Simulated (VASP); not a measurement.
Energy against volume of PbF2 (fluorite). Computed with PBE GGA with D3 dispersion (zero damping), VASP's PBE PAW potentials (set 64) (plane waves; VASP). Run with 520 eV cut-off, 7×7×7 Γ-centred mesh, Gaussian smearing of 0.050 eV, potentials Pb_d F.

```tsv
V (Å³/atom)	E (eV/atom)
17.283	-4.87917
17.818	-4.88335
18.353	-4.88082
18.887	-4.87283
```

### Question
Fit these four points and predict the energy of the run at 16.749 Å³/atom.

### Answer
A cubic in V^(−2/3), the third-order Birch-Murnaghan form, passes through the four points with V0 = 17.87 Å³/atom and B0 = 66 GPa, and gives -4.8668 eV/atom there. The run gave -4.8670 eV/atom, -0.2 meV/atom from the fit; all five points give B0 = 65 GPa.

The compound is PbF2 in the fluorite structure, the β form. It was relaxed first.
